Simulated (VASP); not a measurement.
Wanted: the native input for a VASP 6.6.1 run.

- Task: single point
- Functional: LDA
- Potentials or basis: VASP PAW LDA potentials, release 64 (Al, Ga_d, N)
- Cutoff: 520 eV
- k mesh: 8 × 8 × 6
- Occupations: gaussian, width 0.05 eV
- Spin: no spin polarisation
- Dipole correction: no
- Further INCAR settings: ALGO = Normal; EDIFF = 1e-06; NBANDS = 21

The structure of AlGaN2 lies in POSCAR:

```
AlGaN2
1.0
    3.1408770487      0.0000000000      0.0000000000
    0.0000000000      3.1408770487      0.0000000000
    0.0000000000      0.0000000000      4.4238379400
Al Ga N
1 1 2
Direct
    0.5000000000      0.5000000000      0.5000000000
    0.0000000000      0.0000000000      0.0000000000
    0.5000000000      0.0000000000      0.7382648100
    0.0000000000      0.5000000000      0.2617351900
```

The cell comes from a database or a generator and needn't be the stable form of this composition.

The input as run:

INCAR

```
  PREC = Accurate
  ENCUT = 520
  EDIFF = 1E-6
  ISMEAR = 0
  SIGMA = 0.05
  LREAL = F
  LASPH = T
  NELM = 100
  ALGO = Normal
  ISIF = 2
  LWAVE = F
  LCHARG = F
  GGA = CA
  NBANDS = 21
```

KPOINTS

```
regular mesh
0
Gamma
  8 8 6
```

Potentials or basis: VASP PAW LDA potentials, release 64 (Al, Ga_d, N).

Launch:

```bash
$ cat potpaw_LDA.64/Al/POTCAR potpaw_LDA.64/Ga_d/POTCAR potpaw_LDA.64/N/POTCAR > POTCAR
$ mpirun -np 1 vasp_std > vasp.out
```

Results of the run:

```yaml
Pressure: -4.2 GPa
Largest_force: 0.169 eV/Å
Band_gap_on_the_k_mesh: 2.87 eV, direct
```

Run time: 24 s on 1 thread of Intel(R) Xeon(R) Platinum 8259CL CPU @ 2.50GHz (Skylake/Cascade Lake) (shared host), peak memory 0.18 GiB.
